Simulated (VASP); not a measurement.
A convergence study with VASP on TiAl (space group no. 123 when undisturbed): a few settings are varied, all else stays as given below, so the limit is that of these other settings. One atom is moved off its site, so that forces are finite.

```
AlTi
1.0
    2.84415     0.00000     0.00000
    0.00000     2.84415     0.00000
    0.00000     0.00000     4.09035
Ti Al
1 1
Direct
  0.00000   0.00000   0.01222
  0.50000   0.50000   0.50000
```

Calculation: PBE GGA, VASP's PBE PAW potentials (set 64) (plane waves; VASP 6.6.1). The last row used: 300 eV cut-off, 20×20×13 Γ-centred mesh, Fermi-Dirac smearing of 0.010 eV, potentials Ti_sv Al.

| setting | E (eV/atom) | pressure (GPa) | largest force (eV/Å) | irreducible k-points |
|---|---|---|---|---|
| SIGMA = 1.0 | -6.2880 | 8.44 | 0.319 | 462 |
| SIGMA = 0.5 | -6.1859 | 1.18 | 0.304 | 462 |
| SIGMA = 0.3 | [?] | [?] | [?] | 462 |
| SIGMA = 0.2 | -6.1841 | -1.65 | 0.280 | 462 |
| SIGMA = 0.1 | -6.1827 | [?] | [?] | 462 |
| SIGMA = 0.05 | -6.1827 | -2.11 | 0.269 | 462 |
| SIGMA = 0.02 | -6.1827 | -2.14 | 0.269 | 462 |
| SIGMA = 0.01 | -6.1827 | -2.13 | 0.268 | 462 |

Q: What belongs in the gaps?

A: 
- SIGMA = 0.3, E (eV/atom): -6.1855
- SIGMA = 0.3, pressure (GPa): -1.11
- SIGMA = 0.3, largest force (eV/Å): 0.290
- SIGMA = 0.1, pressure (GPa): -2.02
- SIGMA = 0.1, largest force (eV/Å): 0.271

VASP warned of too few bands at SIGMA = 1.0; SIGMA = 0.5.

Left out are rungs that failed or repeat a setting and relaxations that didn't move; long series are thinned to 24 rows.

The structure is a typed TiAl crystal (space group no. 123). The cell was not relaxed at this level, it is distorted from the ideal structure. The electron count is odd and the run is not spin-polarised, which forces a metal. VASP warned that the highest band is occupied, so more bands are needed.
